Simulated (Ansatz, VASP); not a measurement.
# Y in two plane-wave programs, part 2 of 2

Wanted: the spread between two codes on one cell, functional and k mesh. The cell is taken from a series of runs on this material, whose earlier steps may have relaxed, scaled, displaced or heated it; both programs get it as it stands.

VASP 6.6.1 and Ansatz 0.2.0.

So far: Set-up; Ansatz: zone-centre phonons, LDA.

## Step 3: VASP: zone-centre phonons, LDA

Level of this step: LDA; plane waves and PAW (Y_sv) (VASP).

The same cell, functional (in two slightly different forms), mesh and smearing now go to VASP, with its own data sets.

Lines of VASP's logs that name or quote its potential files are left out, and so is its time.

INCAR reads:

```
SYSTEM = Y
PREC = Accurate
ENCUT = 500
EDIFF = 1E-08
NELM = 120
ISMEAR = 1
SIGMA = 0.2
LREAL = .FALSE.
ALGO = Normal
GGA = CA
NBANDS = 17
LASPH = .TRUE.
LORBIT = 11
LWAVE = .FALSE.
LCHARG = .FALSE.
ISIF = 2
IBRION = 8
GGA_COMPAT = .FALSE.
KPAR = 2
```

POSCAR reads:

```
Y
1.0
    3.5705082005      0.0000000000      0.0000000000
   -1.7852541003      3.0921508060      0.0000000000
    0.0000000000      0.0000000000      5.3404251447
Y
2
Direct
    0.3333334292      0.6666665708      0.2500000000
    0.6666665708      0.3333334292      0.7500000000
```

KPOINTS reads:

```
Automatic mesh
0
Gamma
15 15 8
0 0 0
```

PAW data sets: Y_sv (LDA family, release 64).

Started as:

```sh
$ mpirun -np 2 vasp_std
```

Numbers of over 12 decimals in the logs are rounded to 6 here.

The log of the run:

```text
[banner, memory and clock lines left out]
running    2 mpi-ranks, on    1 nodes
 distrk:  each k-point on    1 cores,    2 groups
 distr:  one band on    1 cores,    1 groups

 POSCAR found type information on POSCAR Y
 POSCAR found :  1 types and       2 ions
 LDA part: xc-table for (Slater(with rela. corr.)+CA(PZ))
 , standard interpolation
 POSCAR, INCAR and KPOINTS ok, starting setup
 FFT: planning ... GRIDC
 FFT: planning ... GRID_SOFT
 FFT: planning ... GRID
 WAVECAR not read
 entering main loop
       N       E                     dE             d eps       ncg     rms          rms(c)
DAV:   1     0.849189679332E+02    0.84919E+02   -0.11322E+04  4598   0.121E+03
DAV:   2    -0.727772821632E+01   -0.92197E+02   -0.90824E+02  5743   0.262E+02
DAV:   3    -0.140669956743E+02   -0.67893E+01   -0.67314E+01  8045   0.437E+01
DAV:   4    -0.142386488412E+02   -0.17165E+00   -0.17153E+00  5487   0.702E+00
DAV:   5    -0.142424286510E+02   -0.37798E-02   -0.37792E-02  6753   0.798E-01    0.355E+01
DAV:   6    -0.139369219556E+02    0.30551E+00   -0.38844E-01  4939   0.398E+00    0.219E+01
DAV:   7    -0.138933519521E+02    0.43570E-01   -0.75511E-01  6543   0.490E+00    0.174E+00
DAV:   8    -0.138808946458E+02    0.12457E-01   -0.11881E-01  5691   0.214E+00    0.435E-01
DAV:   9    -0.138809867176E+02   -0.92072E-04   -0.48529E-03  6380   0.483E-01    0.172E-01
DAV:  10    -0.138809550824E+02    0.31635E-04   -0.37690E-04  6758   0.150E-01    0.420E-02
DAV:  11    -0.138809568151E+02   -0.17327E-05   -0.19289E-05  6584   0.307E-02    0.365E-02
DAV:  12    -0.138809563858E+02    0.42928E-06   -0.49811E-06  5403   0.191E-02    0.800E-03
DAV:  13    -0.138809563111E+02    0.74696E-07   -0.26463E-07  6346   0.410E-03    0.995E-04
DAV:  14    -0.138809563125E+02   -0.13597E-08   -0.93577E-09  3687   0.740E-04
   1 F= -.13880956E+02 E0= -.13881450E+02  d E =0.148032E-02
 Linear response reoptimize wavefunctions to high precision
DAV:   1    -0.138809563134E+02   -0.92814E-09   -0.26173E-09  4517   0.334E-04
DAV:   2    -0.138809563134E+02   -0.18190E-10   -0.26052E-10  2993   0.116E-04
 Linear response DOF=           2
 Linear response progress:
  Degree of freedom:   1/  2
       N       E                     dE             d eps       ncg     rms          rms(c)
 HAMIL_LR internal error: the vector H(1)-e(1) S(1) |phi(0)> is not orthogonal t
 o |phi(0)>         480           9 -1.517310436614426E-004
 HAMIL_LR internal error: the vector H(1)-e(1) S(1) |phi(0)> is not orthogonal t
 o |phi(0)>         482           9 -1.508461326639250E-004
 HAMIL_LR internal error: the vector H(1)-e(1) S(1) |phi(0)> is not orthogonal t
 o |phi(0)>         484           9 -1.478628055370432E-004
 HAMIL_LR internal error: the vector H(1)-e(1) S(1) |phi(0)> is not orthogonal t
 o |phi(0)>         486           9 -1.395819278204730E-004
 HAMIL_LR internal error: the vector H(1)-e(1) S(1) |phi(0)> is not orthogonal t
 o |phi(0)>         488          10 -1.247072442158020E-004
 HAMIL_LR internal error: the vector H(1)-e(1) S(1) |phi(0)> is not orthogonal t
 o |phi(0)>         490          10 -1.105409840899824E-004
 HAMIL_LR internal error: the vector H(1)-e(1) S(1) |phi(0)> is not orthogonal t
 o |phi(0)>         492          10 -1.032838897189192E-004
 HAMIL_LR internal error: the vector H(1)-e(1) S(1) |phi(0)> is not orthogonal t
 o |phi(0)>         494           9 -1.484436036744868E-004
 HAMIL_LR internal error: the vector H(1)-e(1) S(1) |phi(0)> is not orthogonal t
 o |phi(0)>         496           9 -1.461668999439263E-004
 HAMIL_LR internal error: the vector H(1)-e(1) S(1) |phi(0)> is not orthogonal t
 o |phi(0)>         498          10 -1.374918911021851E-004
 HAMIL_LR internal error: the vector H(1)-e(1) S(1) |phi(0)> is not orthogonal t
 o |phi(0)>         506          10 -1.282482514712441E-004
 HAMIL_LR internal error: the vector H(1)-e(1) S(1) |phi(0)> is not orthogonal t
 HAMIL_LR internal error: the vector H(1)-e(1) S(1) |phi(0)> is not orthogonal t
 o |phi(0)>         530          10 -1.070043357824652E-004
 HAMIL_LR internal error: the vector H(1)-e(1) S(1) |phi(0)> is not orthogonal t
 o |phi(0)>         501           9 -1.403593012367921E-004
 HAMIL_LR internal error: the vector H(1)-e(1) S(1) |phi(0)> is not orthogonal t
 o |phi(0)>         503          10 -1.159470044366298E-004
 HAMIL_LR internal error: the vector H(1)-e(1) S(1) |phi(0)> is not orthogonal t
 o |phi(0)>         511          10 -1.129231183397417E-004
 HAMIL_LR internal error: the vector H(1)-e(1) S(1) |phi(0)> is not orthogonal t
 o |phi(0)>         523           9 -1.315791270608702E-004
 HAMIL_LR internal error: the vector H(1)-e(1) S(1) |phi(0)> is not orthogonal t
 o |phi(0)>         525          10 -1.211842895305904E-004
 HAMIL_LR internal error: the vector H(1)-e(1) S(1) |phi(0)> is not orthogonal t
 o |phi(0)>         527           9 -1.045526021558399E-004
RMM:   1    -0.262234569184E+00   -0.26223E+00    0.40199E+00 22496   0.107E+01
[...]
o |phi(0)>         484           9 -1.474758633639574E-004
 HAMIL_LR internal error: the vector H(1)-e(1) S(1) |phi(0)> is not orthogonal t
 o |phi(0)>         486           9 -1.392213526503934E-004
 HAMIL_LR internal error: the vector H(1)-e(1) S(1) |phi(0)> is not orthogonal t
 o |phi(0)>         488          10 -1.243886714102777E-004
[...]
o |phi(0)>         480           9 -1.513253352920054E-004
 HAMIL_LR internal error: the vector H(1)-e(1) S(1) |phi(0)> is not orthogonal t
 o |phi(0)>         482           9 -1.504463893726764E-004
 HAMIL_LR internal error: the vector H(1)-e(1) S(1) |phi(0)> is not orthogonal t
 o |phi(0)>         484           9 -1.474758667329703E-004
 HAMIL_LR internal error: the vector H(1)-e(1) S(1) |phi(0)> is not orthogonal t
 o |phi(0)>         486           9 -1.392213556618178E-004
 HAMIL_LR internal error: the vector H(1)-e(1) S(1) |phi(0)> is not orthogonal t
 o |phi(0)>         488          10 -1.243886738779565E-004
 HAMIL_LR internal error: the vector H(1)-e(1) S(1) |phi(0)> is not orthogonal t
 o |phi(0)>         490          10 -1.102611737250625E-004
 HAMIL_LR internal error: the vector H(1)-e(1) S(1) |phi(0)> is not orthogonal t
 o |phi(0)>         492          10 -1.030238693862096E-004
 HAMIL_LR internal error: the vector H(1)-e(1) S(1) |phi(0)> is not orthogonal t
 o |phi(0)>         494           9 -1.480506765479742E-004
 HAMIL_LR internal error: the vector H(1)-e(1) S(1) |phi(0)> is not orthogonal t
 o |phi(0)>         496           9 -1.457840773079628E-004
 HAMIL_LR internal error: the vector H(1)-e(1) S(1) |phi(0)> is not orthogonal t
 o |phi(0)>         498          10 -1.371358156978322E-004
 HAMIL_LR internal error: the vector H(1)-e(1) S(1) |phi(0)> is not orthogonal t
 o |phi(0)>         506          10 -1.279210597960809E-004
 HAMIL_LR internal error: the vector H(1)-e(1) S(1) |phi(0)> is not orthogonal t
 o |phi(0)>         516          10 -1.021846106502300E-004
 HAMIL_LR internal error: the vector H(1)-e(1) S(1) |phi(0)> is not orthogonal t
 o |phi(0)>         530          10 -1.067388277808529E-004
RMM:  24    -0.251139333543E+00    0.29171E-08   -0.12739E-06 50627   0.795E-04    0.321E-04
 HAMIL_LR internal error: the vector H(1)-e(1) S(1) |phi(0)> is not orthogonal t
 o |phi(0)>         480           9 -1.513253860770812E-004
 HAMIL_LR internal error: the vector H(1)-e(1) S(1) |phi(0)> is not orthogonal t
 o |phi(0)>         482           9 -1.504464385135495E-004
 HAMIL_LR internal error: the vector H(1)-e(1) S(1) |phi(0)> is not orthogonal t
 o |phi(0)>         484           9 -1.474759124179240E-004
 HAMIL_LR internal error: the vector H(1)-e(1) S(1) |phi(0)> is not orthogonal t
 o |phi(0)>         486           9 -1.392213950328694E-004
 HAMIL_LR internal error: the vector H(1)-e(1) S(1) |phi(0)> is not orthogonal t
 o |phi(0)>         488          10 -1.243887046598890E-004
 HAMIL_LR internal error: the vector H(1)-e(1) S(1) |phi(0)> is not orthogonal t
 o |phi(0)>         490          10 -1.102611974293927E-004
 HAMIL_LR internal error: the vector H(1)-e(1) S(1) |phi(0)> is not orthogonal t
 o |phi(0)>         492          10 -1.030238896712610E-004
 HAMIL_LR internal error: the vector H(1)-e(1) S(1) |phi(0)> is not orthogonal t
 o |phi(0)>         494           9 -1.480507262382881E-004
 HAMIL_LR internal error: the vector H(1)-e(1) S(1) |phi(0)> is not orthogonal t
 o |phi(0)>         496           9 -1.457841245006171E-004
 HAMIL_LR internal error: the vector H(1)-e(1) S(1) |phi(0)> is not orthogonal t
 o |phi(0)>         498          10 -1.371358628414372E-004
 HAMIL_LR internal error: the vector H(1)-e(1) S(1) |phi(0)> is not orthogonal t
 o |phi(0)>         506          10 -1.279210945126785E-004
 HAMIL_LR internal error: the vector H(1)-e(1) S(1) |phi(0)> is not orthogonal t
 o |phi(0)>         516          10 -1.021846317757757E-004
 HAMIL_LR internal error: the vector H(1)-e(1) S(1) |phi(0)> is not orthogonal t
 o |phi(0)>         530          10 -1.067388568751770E-004
 HAMIL_LR internal error: the vector H(1)-e(1) S(1) |phi(0)> is not orthogonal t
 o |phi(0)>         501           9 -1.399965021821221E-004
 HAMIL_LR internal error: the vector H(1)-e(1) S(1) |phi(0)> is not orthogonal t
 o |phi(0)>         503          10 -1.156545692348951E-004
 HAMIL_LR internal error: the vector H(1)-e(1) S(1) |phi(0)> is not orthogonal t
 o |phi(0)>         511          10 -1.126386451779926E-004
 HAMIL_LR internal error: the vector H(1)-e(1) S(1) |phi(0)> is not orthogonal t
 o |phi(0)>         523           9 -1.312418449272148E-004
 HAMIL_LR internal error: the vector H(1)-e(1) S(1) |phi(0)> is not orthogonal t
 o |phi(0)>         525          10 -1.208779345537045E-004
 HAMIL_LR internal error: the vector H(1)-e(1) S(1) |phi(0)> is not orthogonal t
 o |phi(0)>         527           9 -1.042908360718506E-004
RMM:  25    -0.251139215769E+00    0.11777E-06   -0.11815E-06 50357   0.760E-04    0.309E-04
 first order change of Fermi-energy   0.32349E-04
 force on displaced ion       1 direction 1 :  -1.481  -0.001   0.000
 Linear response progress:
  Degree of freedom:   2/  2
       N       E                     dE             d eps       ncg     rms          rms(c)
RMM:   1    -0.299485533980E+00   -0.29949E+00    0.42021E+00  7686   0.107E+01
RMM:   2    -0.290165610014E+00    0.93199E-02   -0.19982E-01 11345   0.195E+00    0.348E-01
RMM:   3    -0.292610744517E+00   -0.24451E-02   -0.14269E-02 12585   0.575E-01    0.193E-01
RMM:   4    -0.293460641747E+00   -0.84990E-03   -0.22206E-03 14417   0.233E-01    0.624E-02
RMM:   5    -0.293307478469E+00    0.15316E-03   -0.47402E-04 15050   0.101E-01    0.136E-02
RMM:   6    -0.293197313401E+00    0.11017E-03   -0.20305E-04 16193   0.461E-02    0.941E-03
RMM:   7    -0.293025961211E+00    0.17135E-03   -0.93073E-05 15798   0.195E-02    0.418E-03
RMM:   8    -0.293009894865E+00    0.16066E-04   -0.52159E-05 16105   0.101E-02    0.113E-03
RMM:   9    -0.293001570098E+00    0.83248E-05   -0.30195E-05 16373   0.558E-03    0.761E-04
RMM:  10    -0.292992259199E+00    0.93109E-05   -0.20104E-05 15948   0.360E-03    0.297E-04
RMM:  11    -0.292995696691E+00   -0.34375E-05   -0.85211E-06 16193   0.249E-03    0.175E-04
RMM:  12    -0.292995620784E+00    0.75906E-07   -0.35541E-06 16277   0.182E-03    0.191E-04
RMM:  13    -0.292996343969E+00   -0.72318E-06   -0.11025E-06 16037   0.148E-03    0.379E-04
RMM:  14    -0.292994860984E+00    0.14830E-05   -0.73228E-07 15744   0.128E-03    0.168E-04
RMM:  15    -0.292994866752E+00   -0.57678E-08    0.65699E-07 16169   0.108E-03    0.167E-04
RMM:  16    -0.292994877048E+00   -0.10296E-07    0.61029E-07 16172   0.965E-04    0.172E-04
RMM:  17    -0.292994897132E+00   -0.20084E-07    0.99961E-07 16186   0.878E-04    0.196E-04
 first order change of Fermi-energy   0.32513E-04
 force on displaced ion       1 direction 3 :  -0.000   0.000  -5.042
 Linear response finished
```

OUTCAR, selected parts (step 3):

```text
ion  position               nearest neighbor table
   1  0.333  0.667  0.250-   2 3.37   2 3.37   2 3.37   2 3.37   2 3.37   2 3.37
   2  0.667  0.333  0.750-   1 3.37   1 3.37   1 3.37   1 3.37   1 3.37   1 3.37

  LATTYP: Found a hexagonal cell.
 ALAT       =     3.5705082005
 C/A-ratio  =     1.4957044893

 Subroutine GETGRP returns: Found 24 space group operations
 (whereof 12 operations were pure point group operations)

The static configuration has the point symmetry D_3d.
 The point group associated with its full space group is D_6h.

 Found    135 irreducible k-points:

   k-points           NKPTS =    135   k-points in BZ     NKDIM =    135   number of bands    NBANDS=     17

   dimension x,y,z NGX =    28 NGY =   28 NGZ =   40
   dimension x,y,z NGXF=    56 NGYF=   56 NGZF=   80

   ENCUT  =  500.0 eV  36.75 Ry    6.06 a.u.   6.51  6.51  9.74*2*pi/ulx,y,z

   NELECT =      22.0000    total number of electrons

 k-points in reciprocal lattice and weights: Automatic mesh
   0.00000000  0.00000000  0.00000000       0.001
   0.06666667 -0.00000000  0.00000000       0.003
   0.13333333 -0.00000000  0.00000000       0.003
   0.20000000  0.00000000  0.00000000       0.003
   0.26666667 -0.00000000  0.00000000       0.003
   0.33333333 -0.00000000  0.00000000       0.003
   0.40000000 -0.00000000  0.00000000       0.003
   0.46666667  0.00000000  0.00000000       0.003
   0.06666667  0.06666667  0.00000000       0.003
[...]
0.33333333  0.26666667  0.50000000       0.007
   0.33333333  0.33333333  0.50000000       0.001

 average (electrostatic) potential at core
       1 -36.8773       2 -36.8773

  Total       -0.0586464     -0.0586464      0.8111773      0.0000000      0.0000000      0.0000000
  in kB       -1.5936227     -1.5936227     22.0424496      0.0000000      0.0000000      0.0000000
  external PRESSURE =       6.2850681 kB  Pullay stress =       0.0000000 kB

  energy-cutoff  :      500.00
  volume of cell :       58.96
      direct lattice vectors                 reciprocal lattice vectors
     3.570508200  0.000000000  0.000000000     0.280072176  0.161699746  0.000000000
    -1.785254100  3.092150806  0.000000000     0.000000000  0.323399492  0.000000000
     0.000000000  0.000000000  5.340425145     0.000000000  0.000000000  0.187251010

 POSITION                                       TOTAL-FORCE (eV/Angst)
 -----------------------------------------------------------------------------------
      0.00000      2.06143      1.33511        -0.000000      0.000000      0.000000
      1.78525      1.03072      4.00532         0.000000      0.000000      0.000000
 -----------------------------------------------------------------------------------
    total drift:                               -0.000125      0.000072     -0.000003

 Eigenvectors and eigenvalues of the dynamical matrix
 ----------------------------------------------------

   1 f  =    5.265201 THz    33.082236 2PiTHz  175.628212 cm-1    21.775113 meV
             X         Y         Z           dx          dy          dz
      0.000001  2.061434  1.335106     0.000000    0.000000   -0.707107
      1.785254  1.030717  4.005319    -0.000000    0.000000    0.707107

   2 f  =    2.853941 THz    17.931842 2PiTHz   95.197234 cm-1    11.802947 meV
             X         Y         Z           dx          dy          dz
      0.000001  2.061434  1.335106     0.657957   -0.259023    0.000000
      1.785254  1.030717  4.005319    -0.657957    0.259023    0.000000

   3 f  =    2.853941 THz    17.931842 2PiTHz   95.197234 cm-1    11.802947 meV
             X         Y         Z           dx          dy          dz
      0.000001  2.061434  1.335106    -0.259023   -0.657957   -0.000000
      1.785254  1.030717  4.005319     0.259023    0.657957    0.000000

   4 f  =    0.000000 THz     0.000000 2PiTHz    0.000001 cm-1     0.000000 meV
             X         Y         Z           dx          dy          dz
      0.000001  2.061434  1.335106    -0.220440    0.671868    0.000000
      1.785254  1.030717  4.005319    -0.220440    0.671868    0.000000

   5 f  =    0.000000 THz     0.000000 2PiTHz    0.000000 cm-1     0.000000 meV
             X         Y         Z           dx          dy          dz
      0.000001  2.061434  1.335106    -0.000000    0.000000    0.707107
      1.785254  1.030717  4.005319     0.000000    0.000000    0.707107

   6 f/i=    0.000000 THz     0.000000 2PiTHz    0.000001 cm-1     0.000000 meV
             X         Y         Z           dx          dy          dz
      0.000001  2.061434  1.335106    -0.671868   -0.220440    0.000000
      1.785254  1.030717  4.005319    -0.671868   -0.220440    0.000000

 ELASTIC MODULI CONTR FROM IONIC RELAXATION (kBar)
 Direction    XX          YY          ZZ          XY          YZ          ZX
 --------------------------------------------------------------------------------
 XX         -59.7684     59.7684     -0.0000      0.0000      0.0000     -0.0000
 YY          59.7684    -59.7684      0.0000      0.0000      0.0000      0.0000
 ZZ          -0.0000      0.0000     -0.0000      0.0000      0.0000     -0.0000
 XY           0.0000      0.0000      0.0000    -59.7684      0.0000      0.0000
 YZ           0.0000      0.0000      0.0000      0.0000      0.0000      0.0000
 ZX          -0.0000      0.0000     -0.0000      0.0000      0.0000     -0.0000
 --------------------------------------------------------------------------------
```

## Step 4: Differences

Known differences besides the potentials themselves: the two LDA forms differ slightly; the cutoff is 420 eV in Ansatz and 500 eV in VASP; VASP's log shows a relativistic correction to its local exchange, Ansatz's none. Total energies have different zeros and are not compared.

Both answers:

```tsv
quantity	Ansatz	VASP	difference
optical mode 1 to 2 (cm⁻¹)	95.2	95.2	+0.00 %
optical mode 3 (cm⁻¹)	176.1	175.6	+0.29 %
```

Modes are paired by rising frequency, not by their patterns, so a pair may set unlike modes beside each other; they are those without the splitting of longitudinal modes.

## Step 5: Summary of results

```yaml
r_m_s_difference_of_the_optical_zone_centre_modes_each_program_s_sorted_by_frequency_zone_centre_phonons_lda: 0.30 cm⁻¹
```

In words: The r.m.s. difference of the optical zone-centre modes, each program's sorted by frequency is 0.30 cm⁻¹ (zone-centre phonons, LDA). Such differences can come from data sets, numerical settings and the points named under the comparisons, not from the functional's error against experiment.

[Lines on the potential files, build, host, timing and source positions are cut from VASP's logs without a mark.]

[Logs are printed without paths, hosts, clocks, repeated set-up lines and the standing remarks that a program may print on its own settings, such as how far it seeks lower states.]

[Hosts, paths, dates, database ids (printed as entryN), source tags and the programs' standing remarks are cut or masked in the printed files.]
